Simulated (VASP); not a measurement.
## Ge2Pt (relaxed from the AlB2 structure, space group P6/mmm): computed properties

Level of theory: PBEsol GGA, VASP's PBE PAW potentials (set 64) (plane waves; VASP).

- space group: P6/mmm (191)
- cell: a = 4.5774 Å, b = 4.5774 Å, c = 2.7420 Å, α = 90.00°, β = 90.00°, γ = 120.00°
- volume per atom: 16.59 Å^3/atom
- band gap (over mesh and band path): none (metal, semimetal or under 0.01 eV)
- density: 11.36 g/cm³

```xyz
3
Lattice="4.5774 0.0000 0.0000 -2.2887 3.9642 0.0000 0.0000 0.0000 2.7420" Properties=species:S:1:pos:R:3 pbc="T T T"
Pt     0.0000     0.0000     0.0000
Ge     0.0000     2.6428     1.3710
Ge     2.2887     1.3214     1.3710
```

Unless said otherwise, spin-orbit coupling is left out, though it shifts the bands of the heavy elements here.

The structure was generated: Ge2Pt was put into the AlB2 type (P6/mmm), which need not be its known phase. It was relaxed first, which changed the volume by -41 %. Symmetry was kept, so distortions that lower it aren't found.
